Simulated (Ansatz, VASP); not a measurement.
# SiTe2 in two plane-wave programs

One calculation is typed for both programs; each brings its own data sets. How far apart do they land? The cell is taken from a series of runs on this material, whose earlier steps may have relaxed, scaled, displaced or heated it; both programs get it as it stands.

Calculated with Ansatz 0.2.0; plane waves, with VASP 6.6.1 beside it; zone-centre phonons at PBEsol.

### Step 1. Set-up

The cell holds 3 atoms: 1 Si and 2 Te. Its edges and angles: a = 3.927 Å, b = 3.927 Å, c = 30.424 Å, α = 90.0°, β = 90.0°, γ = 120.0°. Vacuum lies along c.

### Step 2. VASP: zone-centre phonons, PBEsol

Second derivatives magnify differences that forces hide, and they need a tight electronic threshold.

Lines of VASP's logs that name or quote its potential files are left out, and so is its time.

INCAR

```
SYSTEM = SiTe2
PREC = Accurate
ENCUT = 500
EDIFF = 1E-08
NELM = 120
ISMEAR = 1
SIGMA = 0.2
LREAL = .FALSE.
ALGO = Normal
GGA = PS
NBANDS = 14
LORBIT = 11
LWAVE = .FALSE.
LCHARG = .FALSE.
ISIF = 2
IBRION = 8
LASPH = .TRUE.
GGA_COMPAT = .FALSE.
NELMDL = -8
KPAR = 2
```

POSCAR

```
SiTe2
1.0
    3.9265861849      0.0000000000      0.0000000000
   -1.9632930925      3.4005233863      0.0000000000
    0.0000000000      0.0000000000     30.4240000000
Si Te
1 2
Direct
    0.0000000000      0.0000000000      0.3286878780
    0.3333333333      0.6666666667      0.3803617585
    0.6666666667      0.3333333333      0.2770139975
```

KPOINTS

```
Automatic mesh
0
Gamma
15 15 1
0 0 0
```

The projector-augmented-wave data sets are Si and Te (PBE family, release 64).

On the command line:

```sh
$ mpirun -np 2 vasp_std
```

Numbers of over 12 decimals in the logs are rounded to 6 here.

Output:

```text
[banner, memory and clock lines left out]
running    2 mpi-ranks, on    1 nodes
 distrk:  each k-point on    1 cores,    2 groups
 distr:  one band on    1 cores,    1 groups

 POSCAR found type information on POSCAR SiTe
 POSCAR found :  2 types and       3 ions
|                                                                             |
|               ----> ADVICE to this user running VASP <----                  |
|                                                                             |
|     You enforced a specific xc type in the INCAR file but a different       |
|     [... a line on the potential file left out ...]
|     I HOPE YOU KNOW WHAT YOU ARE DOING!                                     |
|                                                                             |

 LDA part: xc-table for (Slater+PW92), standard interpolation
 POSCAR, INCAR and KPOINTS ok, starting setup
 FFT: planning ... GRIDC
 FFT: planning ... GRID_SOFT
 FFT: planning ... GRID
 WAVECAR not read
 entering main loop
       N       E                     dE             d eps       ncg     rms          rms(c)
DAV:   1     0.102253180467E+03    0.10225E+03   -0.41080E+03   756   0.717E+02
DAV:   2    -0.154509179478E+01   -0.10380E+03   -0.96837E+02  1242   0.122E+02
DAV:   3    -0.122463025031E+02   -0.10701E+02   -0.10453E+02  1020   0.485E+01
DAV:   4    -0.125797603793E+02   -0.33346E+00   -0.33269E+00  1026   0.107E+01
DAV:   5    -0.125911656824E+02   -0.11405E-01   -0.11405E-01  1252   0.213E+00
DAV:   6    -0.125913100284E+02   -0.14435E-03   -0.14435E-03  1090   0.202E-01
DAV:   7    -0.125913157298E+02   -0.57014E-05   -0.57016E-05  1252   0.368E-02
DAV:   8    -0.125913158329E+02   -0.10306E-06   -0.10274E-06  1124   0.404E-03    0.809E+00
DAV:   9    -0.125310974520E+02    0.60218E-01   -0.34271E-02  1014   0.110E+00    0.455E+00
DAV:  10    -0.125034324428E+02    0.27665E-01   -0.53898E-02  1020   0.129E+00    0.316E-01
DAV:  11    -0.125035049561E+02   -0.72513E-04   -0.50120E-03   972   0.425E-01    0.265E-01
DAV:  12    -0.125034658566E+02    0.39100E-04   -0.44796E-04  1178   0.128E-01    0.124E-01
DAV:  13    -0.125033593697E+02    0.10649E-03   -0.33529E-04   990   0.107E-01    0.101E-01
DAV:  14    -0.125033902249E+02   -0.30855E-04   -0.34323E-05   936   0.356E-02    0.362E-02
[...]
DAV:  22    -0.125035765283E+02   -0.25362E-05   -0.45856E-08   962   0.531E-04    0.546E-04
DAV:  23    -0.125035778534E+02   -0.13251E-05   -0.74338E-09   892   0.315E-04    0.966E-04
DAV:  24    -0.125035785559E+02   -0.70246E-06   -0.12135E-08   880   0.284E-04    0.299E-04
DAV:  25    -0.125035789404E+02   -0.38451E-06   -0.16057E-09   812   0.163E-04    0.191E-04
DAV:  26    -0.125035791489E+02   -0.20846E-06   -0.58980E-10   714   0.102E-04    0.333E-05
DAV:  27    -0.125035792245E+02   -0.75590E-07    0.32721E-10   708   0.558E-05    0.259E-05
DAV:  28    -0.125035792476E+02   -0.23143E-07    0.81332E-10   702   0.301E-05    0.440E-06
DAV:  29    -0.125035792535E+02   -0.59287E-08    0.88498E-10   684   0.156E-05
   1 F= -.12503579E+02 E0= -.12503747E+02  d E =0.504679E-03
 Linear response reoptimize wavefunctions to high precision
DAV:   1    -0.125035792544E+02   -0.82855E-09    0.91212E-10   720   0.732E-06
DAV:   2    -0.125035792543E+02    0.40018E-10    0.92322E-10   762   0.353E-06
 Linear response DOF=           4
 Linear response progress:
  Degree of freedom:   1/  4
       N       E                     dE             d eps       ncg     rms          rms(c)
RMM:   1    -0.191745667549E-01   -0.19175E-01    0.14925E-02  4381   0.841E-01
RMM:   2    -0.165970944688E-01    0.25775E-02   -0.15060E-03  2876   0.217E-01    0.929E-02
RMM:   3    -0.166146928252E-01   -0.17598E-04   -0.65691E-05  2878   0.513E-02    0.533E-02
RMM:   4    -0.166526041779E-01   -0.37911E-04   -0.17197E-05  2916   0.236E-02    0.486E-03
RMM:   5    -0.166453043157E-01    0.72999E-05   -0.96079E-07  3149   0.595E-03    0.204E-03
RMM:   6    -0.166380230556E-01    0.72813E-05   -0.13818E-07  3114   0.203E-03    0.675E-04
RMM:   7    -0.166389767152E-01   -0.95366E-06   -0.14270E-08  3123   0.772E-04    0.259E-04
RMM:   8    -0.166395637463E-01   -0.58703E-06   -0.97007E-09  3162   0.235E-04    0.435E-05
RMM:   9    -0.166396748454E-01   -0.11110E-06   -0.38770E-10  3024   0.126E-04    0.298E-05
RMM:  10    -0.166396688621E-01    0.59833E-08   -0.55797E-10  3310   0.364E-05    0.340E-06
 first order change of Fermi-energy  -0.26406E-03
 force on displaced ion       1 direction 1 :  -3.249   0.000   0.000
 Linear response progress:
  Degree of freedom:   2/  4
       N       E                     dE             d eps       ncg     rms          rms(c)
RMM:   1    -0.323286017434E-01   -0.32329E-01    0.31803E-02  1931   0.925E-01
RMM:   2    -0.282556151989E-01    0.40730E-02   -0.23840E-03  1224   0.285E-01    0.145E-01
RMM:   3    -0.280108381470E-01    0.24478E-03   -0.31306E-04  1316   0.819E-02    0.788E-02
RMM:   4    -0.279118363626E-01    0.99002E-04   -0.64785E-05  1245   0.393E-02    0.320E-02
RMM:   5    -0.278878619416E-01    0.23974E-04   -0.11105E-05  1332   0.167E-02    0.770E-03
RMM:   6    -0.278917023138E-01   -0.38404E-05   -0.49161E-07  1311   0.467E-03    0.444E-03
RMM:   7    -0.279031008222E-01   -0.11399E-04   -0.49070E-07  1322   0.299E-03    0.434E-04
RMM:   8    -0.279022971925E-01    0.80363E-06   -0.40685E-08  1372   0.707E-04    0.365E-04
RMM:   9    -0.279012629878E-01    0.10342E-05   -0.35473E-08  1419   0.737E-04    0.183E-04
RMM:  10    -0.279016649750E-01   -0.40199E-06   -0.34153E-09  1390   0.156E-04    0.840E-05
RMM:  11    -0.279018047730E-01   -0.13980E-06   -0.19122E-08  1445   0.295E-04    0.309E-05
RMM:  12    -0.279018654238E-01   -0.60651E-07   -0.18132E-08  1504   0.256E-04    0.250E-05
RMM:  13    -0.279017883153E-01    0.77108E-07    0.51904E-08  1502   0.157E-04    0.102E-05
RMM:  14    -0.279018132052E-01   -0.24890E-07    0.18599E-08  1406   0.398E-05    0.126E-05
RMM:  15    -0.279017875221E-01    0.25683E-07    0.17042E-08  1414   0.180E-05    0.518E-06
RMM:  16    -0.279017846033E-01    0.29189E-08    0.77488E-10  1372   0.132E-05    0.299E-06
 first order change of Fermi-energy   0.34882E-03
 force on displaced ion       1 direction 3 :  -0.000  -0.000  -8.745
 Linear response progress:
  Degree of freedom:   3/  4
       N       E                     dE             d eps       ncg     rms          rms(c)
RMM:   1    -0.425257561051E-01   -0.42526E-01    0.40847E-02  7607   0.105E+00
RMM:   2    -0.422826427197E-01    0.24311E-03   -0.22288E-03  5121   0.287E-01    0.730E-02
RMM:   3    -0.423390193566E-01   -0.56377E-04   -0.15282E-04  5100   0.723E-02    0.515E-02
RMM:   4    -0.424125011560E-01   -0.73482E-04   -0.24796E-05  5322   0.298E-02    0.153E-02
RMM:   5    -0.424384102646E-01   -0.25909E-04   -0.20502E-06  5479   0.970E-03    0.394E-03
RMM:   6    -0.424327476105E-01    0.56627E-05   -0.10976E-06  5547   0.287E-03    0.565E-04
RMM:   7    -0.424320013996E-01    0.74621E-06   -0.55232E-08  5801   0.842E-04    0.261E-04
RMM:   8    -0.424327407244E-01   -0.73932E-06    0.11446E-07  5532   0.350E-04    0.545E-05
RMM:   9    -0.424327927249E-01   -0.52001E-07    0.53937E-09  5912   0.114E-04    0.211E-05
RMM:  10    -0.424327692839E-01    0.23441E-07   -0.15917E-08  5431   0.507E-05    0.663E-06
RMM:  11    -0.424327852554E-01   -0.15972E-07   -0.10479E-08  5918   0.195E-05    0.289E-06
RMM:  12    -0.424328047029E-01   -0.19448E-07   -0.37317E-09  5749   0.937E-06    0.100E-06
RMM:  13    -0.424328050519E-01   -0.34894E-09    0.34601E-09  5050   0.557E-06    0.320E-07
 first order change of Fermi-energy   0.47344E-05
 force on displaced ion       2 direction 1 :  -2.041   0.000   0.001
 Linear response progress:
  Degree of freedom:   4/  4
       N       E                     dE             d eps       ncg     rms          rms(c)
RMM:   1    -0.777507366601E-01   -0.77751E-01    0.45571E-02  1768   0.109E+00
RMM:   2    -0.765269735825E-01    0.12238E-02   -0.26215E-03  1236   0.313E-01    0.881E-02
RMM:   3    -0.763747680637E-01    0.15221E-03   -0.24809E-04  1300   0.838E-02    0.663E-02
RMM:   4    -0.763041202783E-01    0.70648E-04   -0.35507E-05  1279   0.305E-02    0.396E-02
RMM:   5    -0.762620007799E-01    0.42119E-04   -0.23055E-05  1310   0.230E-02    0.100E-02
RMM:   6    -0.762665776054E-01   -0.45768E-05   -0.12862E-06  1313   0.635E-03    0.808E-03
RMM:   7    -0.762705299342E-01   -0.39523E-05   -0.38705E-07  1338   0.314E-03    0.143E-03
RMM:   8    -0.762714870465E-01   -0.95711E-06   -0.32408E-08  1327   0.104E-03    0.133E-03
RMM:   9    -0.762752503848E-01   -0.37633E-05   -0.16645E-07  1397   0.135E-03    0.606E-04
RMM:  10    -0.762753139101E-01   -0.63525E-07    0.22683E-09  1386   0.260E-04    0.289E-04
RMM:  11    -0.762783061907E-01   -0.29923E-05   -0.73878E-08  1403   0.745E-04    0.320E-04
RMM:  12    -0.762789217002E-01   -0.61551E-06    0.19534E-08  1475   0.261E-04    0.239E-04
RMM:  13    -0.762789790687E-01   -0.57368E-07   -0.52890E-09  1480   0.339E-04    0.404E-05
RMM:  14    -0.762790160638E-01   -0.36995E-07   -0.48661E-08  1500   0.973E-05    0.573E-05
RMM:  15    -0.762790630084E-01   -0.46945E-07   -0.88001E-08  1480   0.112E-04    0.466E-05
RMM:  16    -0.762790740767E-01   -0.11068E-07   -0.24731E-08  1488   0.486E-05    0.249E-05
RMM:  17    -0.762791309396E-01   -0.56863E-07    0.16765E-09  1484   0.468E-05    0.118E-05
RMM:  18    -0.762791354554E-01   -0.45158E-08    0.50984E-08  1393   0.161E-05    0.927E-06
 first order change of Fermi-energy   0.10641E+01
 force on displaced ion       2 direction 3 :  -0.000   0.000  -6.690
 Linear response finished
```

OUTCAR, selected parts (step 2):

```text
ion  position               nearest neighbor table
   1  0.000  0.000  0.329-   3 2.76   2 2.76   3 2.76   2 2.76   3 2.76   2 2.76
   2  0.333  0.667  0.380-   1 2.76   1 2.76   1 2.76
   3  0.667  0.333  0.277-   1 2.76   1 2.76   1 2.76

  LATTYP: Found a hexagonal cell.
 ALAT       =     3.9265861849
 C/A-ratio  =     7.7482063470

 Subroutine GETGRP returns: Found 12 space group operations
 (whereof  6 operations were pure point group operations)

The static configuration has the point symmetry C_3v.
 The point group associated with its full space group is D_3d.

 Found     27 irreducible k-points:

   k-points           NKPTS =     27   k-points in BZ     NKDIM =     27   number of bands    NBANDS=     14

   dimension x,y,z NGX =    30 NGY =   30 NGZ =  224
   dimension x,y,z NGXF=    60 NGYF=   60 NGZF=  448

   ENCUT  =  500.0 eV  36.75 Ry    6.06 a.u.   7.16  7.16 55.47*2*pi/ulx,y,z

   NELECT =      16.0000    total number of electrons

 k-points in reciprocal lattice and weights: Automatic mesh
   0.00000000  0.00000000  0.00000000       0.004
   0.06666667  0.00000000  0.00000000       0.027
   0.13333333  0.00000000  0.00000000       0.027
   0.20000000  0.00000000  0.00000000       0.027
   0.26666667  0.00000000  0.00000000       0.027
   0.33333333  0.00000000  0.00000000       0.027
   0.40000000  0.00000000  0.00000000       0.027
   0.46666667  0.00000000  0.00000000       0.027
   0.06666667  0.06666667  0.00000000       0.027
[...]
0.33333333  0.26666667  0.00000000       0.053
   0.33333333  0.33333333  0.00000000       0.009

 average (electrostatic) potential at core
       1 -92.7793       2 -96.7785       3 -96.7785

  Total       -3.1150458     -3.1150458      0.0802253      0.0000000      0.0000000      0.0000000
  in kB      -12.2856405    -12.2856405      0.3164062      0.0000000      0.0000000      0.0000000
  external PRESSURE =      -8.0849583 kB  Pullay stress =       0.0000000 kB

  energy-cutoff  :      500.00
  volume of cell :      406.23
      direct lattice vectors                 reciprocal lattice vectors
     3.926586185  0.000000000  0.000000000     0.254674150  0.147036189  0.000000000
    -1.963293093  3.400523386  0.000000000     0.000000000  0.294072378  0.000000000
     0.000000000  0.000000000 30.424000000     0.000000000  0.000000000  0.032868788

 POSITION                                       TOTAL-FORCE (eV/Angst)
 -----------------------------------------------------------------------------------
      0.00000      0.00000     10.00000         0.000000      0.000000      0.000000
     -0.00000      2.26702     11.57213        -0.000000      0.000000      0.026853
      1.96329      1.13351      8.42787         0.000000      0.000000     -0.026853
 -----------------------------------------------------------------------------------
    total drift:                                0.000000     -0.000000      0.000004

 Eigenvectors and eigenvalues of the dynamical matrix
 ----------------------------------------------------

   1 f  =    9.191212 THz    57.750090 2PiTHz  306.585844 cm-1    38.011783 meV
             X         Y         Z           dx          dy          dz
      0.000000  0.000000 10.000000    -0.000000    0.000000    0.949132
     -0.000000  2.267016 11.572126    -0.000000    0.000000   -0.222653
      1.963293  1.133508  8.427874     0.000000   -0.000000   -0.222653

   2 f  =    5.604069 THz    35.211401 2PiTHz  186.931605 cm-1    23.176555 meV
             X         Y         Z           dx          dy          dz
      0.000000  0.000000 10.000000    -0.482432    0.817051   -0.000000
     -0.000000  2.267016 11.572126     0.113513   -0.192246    0.000000
      1.963293  1.133508  8.427874     0.113513   -0.192246   -0.000000

   3 f  =    5.604069 THz    35.211401 2PiTHz  186.931605 cm-1    23.176555 meV
             X         Y         Z           dx          dy          dz
      0.000000  0.000000 10.000000     0.817051    0.482432    0.000000
     -0.000000  2.267016 11.572126    -0.192246   -0.113513    0.000000
      1.963293  1.133508  8.427874    -0.192246   -0.113513    0.000000

   4 f  =    4.153643 THz    26.098108 2PiTHz  138.550611 cm-1    17.178079 meV
             X         Y         Z           dx          dy          dz
      0.000000  0.000000 10.000000    -0.000000    0.000000    0.000000
     -0.000000  2.267016 11.572126    -0.000000   -0.000000   -0.707107
      1.963293  1.133508  8.427874     0.000000   -0.000000    0.707107

   5 f  =    2.164896 THz    13.602443 2PiTHz   72.213161 cm-1     8.953287 meV
             X         Y         Z           dx          dy          dz
      0.000000  0.000000 10.000000    -0.000000    0.000000   -0.000000
     -0.000000  2.267016 11.572126    -0.359515    0.608891    0.000000
      1.963293  1.133508  8.427874     0.359515   -0.608891   -0.000000

   6 f  =    2.164896 THz    13.602443 2PiTHz   72.213161 cm-1     8.953287 meV
             X         Y         Z           dx          dy          dz
      0.000000  0.000000 10.000000    -0.000000   -0.000000   -0.000000
     -0.000000  2.267016 11.572126    -0.608891   -0.359515   -0.000000
      1.963293  1.133508  8.427874     0.608891    0.359515   -0.000000

   7 f/i=    0.000124 THz     0.000780 2PiTHz    0.004139 cm-1     0.000513 meV
             X         Y         Z           dx          dy          dz
      0.000000  0.000000 10.000000     0.000000    0.000000   -0.314879
     -0.000000  2.267016 11.572126     0.000000    0.000000   -0.671138
      1.963293  1.133508  8.427874     0.000000    0.000000   -0.671138

   8 f/i=    0.005120 THz     0.032171 2PiTHz    0.170793 cm-1     0.021176 meV
             X         Y         Z           dx          dy          dz
      0.000000  0.000000 10.000000     0.059263    0.310121    0.000000
     -0.000000  2.267016 11.572126     0.125935    0.659012    0.000000
      1.963293  1.133508  8.427874     0.125935    0.659012    0.000000

   9 f/i=    0.005120 THz     0.032171 2PiTHz    0.170793 cm-1     0.021176 meV
             X         Y         Z           dx          dy          dz
      0.000000  0.000000 10.000000    -0.310121    0.059263   -0.000000
     -0.000000  2.267016 11.572126    -0.659012    0.125935   -0.000000
      1.963293  1.133508  8.427874    -0.659012    0.125935   -0.000000

 ELASTIC MODULI CONTR FROM IONIC RELAXATION (kBar)
 Direction    XX          YY          ZZ          XY          YZ          ZX
 --------------------------------------------------------------------------------
 XX         -17.6249    -13.2984    -51.9282      0.0000      6.0158     -0.0000
 YY         -13.2984    -17.6249    -51.9282      0.0000     -6.0158      0.0000
 ZZ         -51.9282    -51.9282   -174.4019      0.0000      0.0000     -0.0000
 XY           0.0000      0.0000      0.0000     -2.1633      0.0000     12.1062
 YZ           6.0158     -6.0158      0.0000      0.0000    -16.7293      0.0000
 ZX          -0.0000      0.0000     -0.0000     12.1062      0.0000    -67.7486
 --------------------------------------------------------------------------------
```

[end of part 1 of 2]

[Lines on the potential files, build, host, timing and source positions are cut from VASP's logs without a mark.]

[Logs are printed without paths, hosts, clocks, repeated set-up lines and the standing remarks that a program may print on its own settings, such as how far it seeks lower states.]

[Hosts, paths, dates, database ids (printed as entryN), source tags and the programs' standing remarks are cut or masked in the printed files.]
